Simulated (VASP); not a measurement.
Data:

```
CELL_PARAMETERS angstrom
      0.00000     2.86602     2.86602
      2.86602     0.00000     2.86602
      2.86602     2.86602     0.00000
ATOMIC_POSITIONS crystal
  Ge 0.00000 0.00000 0.00000
  Ge 0.25000 0.25000 0.25000
```

Calculation: AM05 GGA, VASP's PBE PAW potentials (set 64) (plane waves; VASP 6.6.1). Numerical set-up: 520 eV cut-off, 11×11×11 Γ-centred mesh, first-order Methfessel-Paxton smearing of 0.10 eV, potentials Ge_d.

The job: Ge (diamond), 2 atoms, AM05, static run, 520 eV, 11×11×11 Γ-centred mesh. Roughly how much core time does it take on a busy server core?

About 20 core-seconds (one run on a shared machine, a rough figure). It had 56 irreducible k-points, 18 bands, up to 1295 plane waves and 13 electronic steps.

The compound is Ge in the diamond structure. This cell is one point of a volume scan, at 1.03 of the reference volume.
